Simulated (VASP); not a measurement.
Here is a VASP 6.6.1 calculation.

INCAR

```
SYSTEM = Sn
ALGO = Normal
EDIFF = 1E-7
EDIFFG = -0.01
ENCUT = 600
GGA = PE
IBRION = 2
ISIF = 2
ISMEAR = 0
LASPH = .TRUE.
LCHARG = .FALSE.
LREAL = .FALSE.
LWAVE = .FALSE.
NELM = 80
NSW = 40
PREC = Accurate
SIGMA = 0.03
```

The input KPOINTS:

```
k-points
0
G
  10 10 10
  0 0 0
```

Contents of POSCAR:

```
Sn                                      
1.0
    0.0000000000      3.3929038633      3.3929038633
    3.3929038633      0.0000000000      3.3929038633
    3.3929038633      3.3929038633      0.0000000000
  Sn            
     2
Direct
     0.0000000000000000    0.0000000000000000    1.0000000000000000
     0.2500000000000000    0.2500000000000000    0.2500000000000000
```

Potentials or basis: VASP PAW PBE potentials, release 64 (Sn_d).

Launch:

```sh
$ cat potpaw_PBE.64/Sn_d/POTCAR > POTCAR
$ mpirun -np 1 vasp_std > vasp.out
```

Question: Predict the band gap on the k mesh.

Answer: None (metal or under the smearing width).

Final structure:
```cif
data_structure
_symmetry_space_group_name_H-M 'P 1'
_symmetry_Int_Tables_number 1
_cell_length_a 4.7983
_cell_length_b 4.7983
_cell_length_c 4.7983
_cell_angle_alpha 60.000
_cell_angle_beta 60.000
_cell_angle_gamma 60.000
_cell_volume 78.12
loop_
_atom_site_label
_atom_site_type_symbol
_atom_site_fract_x
_atom_site_fract_y
_atom_site_fract_z
_atom_site_occupancy
Sn1 Sn 0.00000 0.00000 0.00000 1
Sn2 Sn 0.25000 0.25000 0.25000 1
```

Caveat: the relaxation stopped at its first step, so nothing moved.
